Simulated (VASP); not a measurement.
Crystal: NaF.

```
Na F
1.0
     0.00000    2.31500    2.31500
     2.31500    0.00000    2.31500
     2.31500    2.31500    0.00000
Na F
1 1
Direct
  0.00000 0.00000 0.00000
  0.50000 0.50000 0.50000
```

The cell was built by a generator and needn't be a form met in nature.

```yaml
Program: VASP 6.6.1
Task: relaxation of cell and atoms
Functional: LDA
Potentials_or_basis: VASP PAW LDA potentials, release 64 (Na_pv, F)
Cutoff: 600 eV
k_mesh: 10 × 10 × 10
Occupations: gaussian, width 0.02 eV
Spin: no spin polarisation
```

At the start: pressure -4.4 GPa; volume 12.41 Å³/atom.

Question: How do energy, volume and symmetry change on relaxing?

Answer: Over 4 steps the energy falls by 15.5 meV/atom and the volume is 11.37 Å³/atom (-8.4 %); space group Fm-3m (No. 225, to 0.05 Å).

The path:
| step | energy change (eV) | largest force (eV/Å) | pressure (GPa) | volume (Å³) |
| --- | --- | --- | --- | --- |
| 1 | 0.0000 | 0.0000 | -4.42 | 24.81 |
| 2 | -0.0251 | 0.0000 | -2.14 | 23.61 |
| 3 | -0.0311 | 0.0000 | -0.12 | 22.78 |
| 4 | -0.0311 | 0.0000 | 0.02 | 22.73 |

Final structure:
```
Na F
1.0
     0.00000    2.24842    2.24842
     2.24842    0.00000    2.24842
     2.24842    2.24842    0.00000
Na F
1 1
Direct
  0.00000 0.00000 0.00000
  0.50000 0.50000 0.50000
```
